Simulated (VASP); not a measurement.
Input:

```
MgB2
1.0
    1.56862    -2.71693     0.00000
    1.56862     2.71693     0.00000
    0.00000     0.00000     3.54654
Mg B
1 2
Direct
  0.00000   0.00000   0.00000
  0.33333   0.66667   0.50000
  0.66667   0.33333   0.50000
```

The numbers are results of rev-vdW-DF2, VASP's PBE PAW potentials (set 64) (plane waves; VASP), not measurements. Run with 520 eV cut-off, 11×11×9 Γ-centred mesh, first-order Methfessel-Paxton smearing of 0.10 eV, potentials Mg B.

Problem. The ions and cell shape at fixed volume are relaxed. Which structure does the run end with?

Solution. 
```
MgB2
1.0
    1.55547    -2.69416     0.00000
    1.55547     2.69416     0.00000
    0.00000     0.00000     3.60675
Mg B
1 2
Direct
  0.00000   0.00000   0.00000
  0.33333   0.66667   0.50000
  0.66667   0.33333   0.50000
```
Space group P6/mmm (191), at a tolerance of 0.03 Å.

Problem. How much energy does the relaxation gain?

Solution. The energy (σ→0) changes by -4.0 meV/atom, in 3 ionic steps.

The compound is MgB2 in the AlB2 type structure. This cell is one point of a volume scan, at 1.06 of the reference volume. Symmetry was kept, so distortions that lower it aren't found.
